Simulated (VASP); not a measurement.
OSZICAR of a VASP run on P (black):

**OSZICAR**
```
       N       E                     dE             d eps       ncg     rms          rms(c)
DAV:   1     0.577677418944E+02    0.57768E+02   -0.81527E+03  6356   0.115E+03
DAV:   2    -0.193746472984E+02   -0.77142E+02   -0.74893E+02  8348   0.172E+02
DAV:   3    -0.231748696424E+02   -0.38002E+01   -0.37540E+01  8640   0.404E+01
DAV:   4    -0.232240355317E+02   -0.49166E-01   -0.49105E-01  7918   0.537E+00
DAV:   5    -0.232249920035E+02   -0.95647E-03   -0.95619E-03  8804   0.678E-01    0.102E+01
DAV:   6    -0.231001230829E+02    0.12487E+00   -0.66500E-02  7832   0.163E+00    0.594E+00
DAV:   7    -0.230451714111E+02    0.54952E-01   -0.10965E-01  8282   0.210E+00    0.265E-01
DAV:   8    -0.230447113855E+02    0.46003E-03   -0.10618E-02  7562   0.735E-01    0.171E-01
DAV:   9    -0.230447269412E+02   -0.15556E-04   -0.46165E-04  8724   0.152E-01    0.741E-02
DAV:  10    -0.230447142360E+02    0.12705E-04   -0.77721E-05  7658   0.537E-02    0.285E-02
DAV:  11    -0.230447158379E+02   -0.16019E-05   -0.76564E-06  8426   0.222E-02    0.103E-02
DAV:  12    -0.230447160052E+02   -0.16733E-06   -0.52175E-07  7930   0.494E-03    0.211E-03
DAV:  13    -0.230447159661E+02    0.39096E-07   -0.13990E-07  5092   0.265E-03
   1 F= -.23044716E+02 E0= -.23044685E+02  d E =-.928867E-04
```

### Question
Which electronic solver shows in the log?

### Answer
It is blocked Davidson (ALGO = Normal, or the opening steps of other solvers). The INCAR had ALGO = Normal.

### Question
Can the final energy be trusted as converged?

### Answer
Self-consistency was reached. It stopped with EDIFF = 1E-7, NELM = 100 (PBEsol GGA, plane waves, VASP's PBE PAW potentials (set 64)). Without a dispersion term in the relaxation, distances and binding between the weakly bound layers, chains or molecules are unreliable, and so is what depends on them.

The compound is P in the black structure. This cell was strained or had an atom moved on purpose.
